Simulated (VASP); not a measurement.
Here is a VASP 6.6.1 calculation.

The input INCAR:

```
PREC = Accurate
ENCUT = 520
EDIFF = 1E-7
ISMEAR = 1
SIGMA = 0.1
LREAL = F
LASPH = T
NELM = 100
ALGO = Normal
ISIF = 2
LWAVE = F
LCHARG = T
ISPIN = 2
MAGMOM = 1.8 1.8
LORBIT = 11
LMAXMIX = 4
METAGGA = R2SCAN
LMIXTAU = T
LVHAR = T
```

Contents of KPOINTS:

```
regular mesh
0
Gamma
  20 20 10
```

POSCAR

```
Co                                      
1.0
    2.4725369778      0.0000000000     -0.0000000000
   -1.2362684889      2.1412798312     -0.0000000000
    0.0000000000     -0.0000000000      4.0112931360
  Co            
     2
Direct
     0.3333333300000021    0.6666666699999979    0.2500000000000000
     0.6666666699999979    0.3333333300000021    0.7500000000000000
```

Potentials or basis: VASP PAW PBE potentials, release 64 (Co).

Run with:

```bash
$ cat potpaw_PBE.64/Co/POTCAR > POTCAR
$ mpirun -np 1 vasp_std > vasp.out
```

Problem. What does it give for the pressure?

Solution. 0.2 GPa.

Problem. What does it give for the net moment?

Solution. 3.49 μB per cell.

Problem. What does it give for the band gap on the k mesh?

Solution. None (metal or under the smearing width).

Problem. Predict the site moments.

Solution. Co +1.81 μB.

Caveat: the PAW data sets were made with another functional, which shifts forces and pressure a little.
